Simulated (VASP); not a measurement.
All values below come from PBE GGA, VASP's PBE PAW potentials (set 64) (plane waves; VASP).

The input files of a VASP run:

KPOINTS:
```
Automatic mesh
0
Gamma
12 12 12
0 0 0
```

**INCAR**
```
ALGO = Normal
EDIFF = 1E-6
ENCUT = 300
GGA = PE
ISIF = 2
ISMEAR = 1
LASPH = .TRUE.
LCHARG = .FALSE.
LMAXMIX = 6
LREAL = .FALSE.
LWAVE = .FALSE.
NELM = 100
PREC = Accurate
SIGMA = 0.272
SYSTEM = Ce
```

**POSCAR**
```
Ce
1.0
  0.0000000000   2.3822380000   2.3822380000
  2.3822380000   0.0000000000   2.3822380000
  2.3822380000   2.3822380000   0.0000000000
Ce
1
Cartesian
  0.0000000000   0.0000000000   0.0000000000
```

POTCAR, in this order: Ce (PBE.64 set). Program: vasp_std.

At this cut-off the stress carries a Pulay error, which pulls relaxed volumes low.

Predict the energy per atom (σ→0), pressure, band gap (on the k-mesh).

| Quantity | Value |
|---|---|
| energy per atom (σ→0) | -5.939 eV/atom |
| band gap (on the k-mesh) | none (metal, semimetal or under 0.01 eV) |
| pressure | -1.46 GPa |

### OSZICAR
```
...
DAV:  11    -0.592707548057E+01   -0.91696E-05   -0.34197E-04  2656   0.182E-01    0.359E-02
DAV:  12    -0.592707212602E+01    0.33545E-05    0.31322E-05  2542   0.296E-02    0.168E-02
DAV:  13    -0.592706605683E+01    0.60692E-05    0.16970E-05  2662   0.360E-02    0.178E-03
DAV:  14    -0.592706381719E+01    0.22396E-05    0.23546E-05  1512   0.610E-03    0.483E-04
DAV:  15    -0.592706220478E+01    0.16124E-05    0.15228E-05  1370   0.242E-03    0.108E-03
DAV:  16    -0.592706116302E+01    0.10418E-05    0.99463E-06  1204   0.296E-03    0.599E-04
DAV:  17    -0.592706047499E+01    0.68804E-06    0.66354E-06  1138   0.246E-03
   1 F= -.59270605E+01 E0= -.59387661E+01  d E =0.351170E-01
```

The structure comes from a computed database's Ce entry; how it stands against other phases isn't given here. The cell was not relaxed at this level. The run is not spin-polarised, so no magnetic state was tried.
